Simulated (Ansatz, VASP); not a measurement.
# B2O3 (glassy B2O3) in two plane-wave programs, part 2 of 2

Aim: how closely do two programs agree when they are given the same cell, functional and k mesh? Of the first pair: The structure shown is the start of the Ansatz relaxation below; VASP solves that cell, so the two are compared at the walk's first step.

VASP 6.6.1 and Ansatz 0.2.0.

So far. Step 3 (VASP: single point, PBE, start cell, pair 1): The run ends at a pressure of 0.51 GPa, with forces up to 0.65 eV/Å.

### 5. Ansatz: relaxation, PBE

Level of this step: Ansatz beside VASP: Kohn-Sham DFT, plane waves, PBE (Ansatz).

This run makes the geometry at which the two programs are then compared.

The structure compared here is the end of the Ansatz relaxation.

File input.yaml:

```yaml
crystal:
  lattice:
    - [11.37419, 0.17508, -0.15558]
    - [0.18304, 12.17052, -0.06787]
    - [-0.15626, -0.06943, 12.46953]
  atoms:
    - { symbol: B, position: [0.36482, 0.32786, 0.63108] }
    - { symbol: B, position: [0.38656, 0.70191, 0.95216] }
    - { symbol: B, position: [0.51294, 0.93792, 0.55862] }
    - { symbol: B, position: [0.45412, 0.98564, 0.99792] }
    - { symbol: B, position: [0.27507, 0.64562, 0.61399] }
    - { symbol: B, position: [0.28261, 0.88463, 0.90826] }
    - { symbol: B, position: [0.95497, 0.52459, 0.9948] }
    - { symbol: B, position: [0.89994, 0.59549, 0.50909] }
    - { symbol: B, position: [0.25191, 0.65987, 0.34285] }
    - { symbol: B, position: [0.89864, 0.99655, 0.17413] }
    - { symbol: B, position: [0.98795, 0.95666, 0.67614] }
    - { symbol: B, position: [0.96063, 0.13758, 0.77897] }
    - { symbol: B, position: [0.62913, 0.09421, 0.92633] }
    - { symbol: B, position: [0.71411, 0.42659, 0.34397] }
    - { symbol: B, position: [0.73785, 0.57182, 0.02505] }
    - { symbol: B, position: [0.67967, 0.7431, 0.47163] }
    - { symbol: B, position: [0.08406, 0.50324, 0.16228] }
    - { symbol: B, position: [0.72012, 0.77039, 0.08079] }
    - { symbol: B, position: [0.90786, 0.32922, 0.27963] }
    - { symbol: B, position: [0.76268, 0.43923, 0.53601] }
    - { symbol: B, position: [0.70757, 0.09835, 0.11821] }
    - { symbol: B, position: [0.77375, 0.74975, 0.27312] }
    - { symbol: B, position: [0.15996, 0.15568, 0.10479] }
    - { symbol: B, position: [0.46187, 0.34266, 0.96571] }
    - { symbol: B, position: [0.54251, 0.14907, 0.25357] }
    - { symbol: B, position: [0.97292, 0.77336, 0.87477] }
    - { symbol: B, position: [0.74389, 0.23633, 0.59638] }
    - { symbol: B, position: [0.59841, 0.14496, 0.73285] }
    - { symbol: B, position: [0.43135, 0.87956, 0.16481] }
    - { symbol: B, position: [0.37032, 0.26273, 0.31699] }
[... 114 atom lines left out ...]
    - { symbol: O, position: [0.2311, 0.07376, 0.14602] }
    - { symbol: O, position: [0.01948, 0.55042, 0.24117] }
    - { symbol: O, position: [0.13668, 0.22591, 0.45444] }
    - { symbol: O, position: [0.73727, 0.81031, 0.18365] }
    - { symbol: O, position: [0.59804, 0.9604, 0.48533] }
    - { symbol: O, position: [0.32618, 0.18169, 0.37856] }
kpoints:
  mp_grid: { grid: [1, 1, 1] }
hamiltonian:
  xc: pbe
scf:
  occupations: { method: fixed }
output:
  forces: true
  eigenvalues: true
  stress: true
relax:
  f_tol: 0.05
  max_steps: 70
```

Started as:

```
$ ansatz run input.yaml --threads 4 --pin off --max-ram 8192MiB --backend cpu --events-out ev --progress --plain --runs-dir out
```

Numbers of over 12 decimals in the logs are rounded to 6 here.

What it wrote:

```text
[...]
Crystal: 150 atoms, lattice volume = 1725.409 Å³
Basis set: ecut = 420 eV, 33703 PW (Γ), exchange–correlation on 160×180×180 points (8 copies of the dense FFT grid, shifted against one another)
Bands: 510, of which v1, the nominal top of the filled ones, is band 360 counted from 1 (359 counted from 0)
Symmetry: 1 space group operations
[...]
k-points: 1
[...]
- { symbol: O, position: [0.872787, 0.203125, 0.821385] }
    - { symbol: O, position: [0.521930, 0.534593, 0.585114] }
    - { symbol: O, position: [0.664427, 0.496065, 0.979892] }
    - { symbol: O, position: [0.301681, 0.383160, 0.552797] }
    - { symbol: O, position: [0.388600, 0.630914, 0.037704] }
    - { symbol: O, position: [0.250191, 0.858655, 0.459238] }
    - { symbol: O, position: [0.114221, 0.424889, 0.469297] }
[...]
- { symbol: O, position: [0.136518, 0.227883, 0.456985] }
    - { symbol: O, position: [0.734615, 0.812617, 0.184524] }
    - { symbol: O, position: [0.598492, 0.960838, 0.487858] }
    - { symbol: O, position: [0.324245, 0.178561, 0.378823] }
```

### 6. VASP: single point, PBE, relaxed cell, pair 2

The same cell, functional and mesh now go to VASP, with its own data sets.

File INCAR:

```
SYSTEM = B2O3
PREC = Accurate
ENCUT = 600
EDIFF = 1E-06
NELM = 120
ISMEAR = 0
SIGMA = 0.01
LREAL = Auto
ALGO = Normal
GGA = PE
NBANDS = 465
LORBIT = 11
LWAVE = .FALSE.
LCHARG = .FALSE.
ISIF = 2
LASPH = .TRUE.
GGA_COMPAT = .FALSE.
EFERMI = MIDGAP
```

File POSCAR:

```
B2O3
1.0
   11.3741900000      0.1750800000     -0.1555800000
    0.1830400000     12.1705200000     -0.0678700000
   -0.1562600000     -0.0694300000     12.4695300000
B O
60 90
Direct
    0.3662500000      0.3279600000      0.6302500000
    0.3874000000      0.7026400000      0.9534100000
    0.5122000000      0.9363600000      0.5588800000
    0.4553100000      0.9844100000      0.9966900000
    0.2769400000      0.6446400000      0.6140900000
    0.2839500000      0.8862600000      0.9066200000
    0.9540100000      0.5254800000      0.9930100000
    0.8996200000      0.5939400000      0.5091700000
    0.2531700000      0.6597000000      0.3415400000
    0.8983300000      0.9978600000      0.1759200000
    0.9884700000      0.9555300000      0.6750100000
    0.9596400000      0.1367500000      0.7780000000
    0.6295600000      0.0936600000      0.9269200000
    0.7162100000      0.4247200000      0.3443400000
    0.7356700000      0.5732300000      0.0258900000
    0.6800900000      0.7434000000      0.4730300000
    0.0840900000      0.5048800000      0.1605800000
    0.7184600000      0.7718000000      0.0819500000
    0.9115400000      0.3299300000      0.2788700000
    0.7616900000      0.4398100000      0.5369500000
    0.7062100000      0.0982200000      0.1185100000
    0.7717500000      0.7517500000      0.2739500000
    0.1629100000      0.1587600000      0.1032800000
    0.4613600000      0.3445900000      0.9654900000
    0.5401800000      0.1463000000      0.2537700000
    0.9749800000      0.7741000000      0.8759200000
    0.7403600000      0.2390500000      0.5989200000
    0.5968900000      0.1448300000      0.7335500000
    0.4318100000      0.8777100000      0.1637200000
    0.3670800000      0.2600700000      0.3180000000
[... 114 atom lines left out ...]
    0.2367600000      0.0758800000      0.1412700000
    0.0185200000      0.5502700000      0.2405000000
    0.1365200000      0.2278800000      0.4569800000
    0.7346100000      0.8126200000      0.1845200000
    0.5984900000      0.9608400000      0.4878600000
    0.3242500000      0.1785600000      0.3788200000
```

File KPOINTS:

```
Automatic mesh
0
Gamma
1 1 1
0 0 0
```

Potentials, in the order of the species: B and O (PBE family, release 64).

Started as:

```
$ export OMP_NUM_THREADS=3
$ mpirun -np 1 vasp_gam
```

What it wrote:

```text
[... set-up lines as in an earlier step ...]
 entering main loop
       N       E                     dE             d eps       ncg     rms          rms(c)
DAV:   1     0.729515788359E+04    0.72952E+04   -0.47212E+05   946   0.172E+03
DAV:   2    -0.672631036397E+03   -0.79678E+04   -0.76429E+04  1147   0.416E+02
DAV:   3    -0.129980224086E+04   -0.62717E+03   -0.62130E+03  1068   0.122E+02
DAV:   4    -0.131202342339E+04   -0.12221E+02   -0.12173E+02  1068   0.183E+01
[...]
DAV:  16    -0.119847912626E+04    0.47031E-05   -0.85139E-05  1060   0.226E-02    0.111E-02
DAV:  17    -0.119847912357E+04    0.26944E-05   -0.92452E-06  1060   0.110E-02    0.440E-03
DAV:  18    -0.119847912335E+04    0.22391E-06   -0.34808E-06   908   0.612E-03
   1 F= -.11984791E+04 E0= -.11984791E+04  d E =0.000000E+00
```

Parts of OUTCAR (step 6):

```text
  FREE ENERGIE OF THE ION-ELECTRON SYSTEM (eV)
  ---------------------------------------------------
  free  energy   TOTEN  =     -1198.4791233461 eV

  energy  without entropy=    -1198.4791233461  energy(sigma->0) =    -1198.47912335
```

The run ends at a pressure of -0.13 GPa, with forces up to 0.14 eV/Å.

### 7. Differences

What differs besides the data sets and the points named for the pairs above, as far as they apply: the cutoff is 420 eV in Ansatz and 600 eV in VASP (PREC = Accurate, projectors in real space). Total energies have different zeros and are not compared.

Compared:

| quantity | Ansatz | VASP | difference |
| --- | --- | --- | --- |
| pressure (GPa) | 0.01 | -0.13 | +0.15 |
| gap on the k mesh (eV) | 5.651 | 5.619 | +0.032 |

Forces on 7 of the 150 atoms, those with the largest forces and the largest differences (eV/Å; atoms numbered as in POSCAR):

| atom | Ansatz x, y, z | VASP x, y, z |
| --- | --- | --- |
| B3 | 0.029, -0.013, 0.033 | 0.020, -0.022, 0.087 |
| B4 | -0.007, 0.001, -0.025 | 0.013, 0.063, -0.065 |
| B6 | -0.014, -0.002, -0.014 | -0.089, -0.017, -0.009 |
| B11 | -0.001, -0.022, -0.010 | -0.045, -0.067, -0.060 |
| B20 | 0.013, 0.004, 0.014 | -0.014, 0.009, 0.100 |
| B41 | -0.041, 0.019, -0.012 | -0.020, 0.101, 0.048 |
| B53 | 0.025, 0.040, -0.034 | 0.054, 0.095, -0.093 |

The forces differ by 23 meV/Å r.m.s., which is 83.0 % of the r.m.s. force of 0.027 eV/Å (both taken over all components). A gap on the mesh is an upper bound, since the band edges may lie between its points.

### 8. Summary of results

```json
{
 "r.m.s. force difference (single point, PBE, start cell, pair 1)": "23 meV/Å",
 "r.m.s. force difference (single point, PBE, relaxed cell, pair 2)": "23 meV/Å"
}
```

In words: The r.m.s. force difference is 23 meV/Å (single point, PBE, start cell, pair 1), beyond the 12 meV/Å picked in this series as the mark of a large difference. What causes the difference of the single point, PBE, start cell, pair 1 pair stays open here. What causes the difference of the single point, PBE, relaxed cell, pair 2 pair stays open here. How closely two codes agree says nothing of how well the functional describes the real material.

[Lines on the potential files, build, host, timing and source positions are cut from VASP's logs without a mark.]

[Logs are printed without paths, hosts, clocks, repeated set-up lines and the standing remarks that a program may print on its own settings, such as how far it seeks lower states.]

[Hosts, paths, dates, database ids (printed as entryN), source tags and the programs' standing remarks are cut or masked in the printed files.]
